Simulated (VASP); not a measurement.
For cubic KCl (rock salt), LDA (Ceperley-Alder, Perdew-Zunger), VASP's LDA PAW potentials (set 64) in VASP gives ε∞ = 2.51, a static ε₀ = 4.72 and a transverse optical mode at 162 cm⁻¹.

Problem. Estimate the longitudinal optical frequency at Γ.

Solution. By the Lyddane-Sachs-Teller relation, ω_LO = ω_TO √(ε₀/ε∞) = 162 × √(4.72/2.51) = 222 cm⁻¹.

Measured: ε∞ 2.17 at 297 K (computed value off by +15.6 %), as given by H. H. Li, Journal of Physical and Chemical Reference Data (1976), doi:10.1063/1.555536 [long-wavelength limit of the electronic terms of a dispersion formula fitted to measured refractive indices over 0.18-35.0 um; lattice terms left out].

The compound is KCl in the rock salt structure. It was relaxed first, which changed the volume by -10 %.
